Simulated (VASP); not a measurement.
Data:

```xyz
3
Lattice="0.0000 2.9668 2.9668 2.9668 0.0000 2.9668 2.9668 2.9668 0.0000" Properties=species:S:1:pos:R:3 pbc="T T T"
Pb     2.9668     0.0000     2.9668
F      1.4834     1.4834     1.4834
F      4.4502     4.4502     4.4502
```

Computed with PBE GGA, VASP's PBE PAW potentials (set 64) (plane waves; VASP). Run with 520 eV cut-off, 7×7×7 Γ-centred mesh, Gaussian smearing of 0.050 eV, potentials Pb_d F.

**Question.** Give the stress tensor in GPa (positive for a compressed cell).

**Answer.** 
```
2.24  0.00  0.00
0.00  2.24  0.00
0.00  0.00  2.24
```
The pressure is its mean diagonal, 2.24 GPa.

The compound is PbF2 in the fluorite structure, the β form. This cell is one point of a volume scan, at 0.97 of the reference volume.
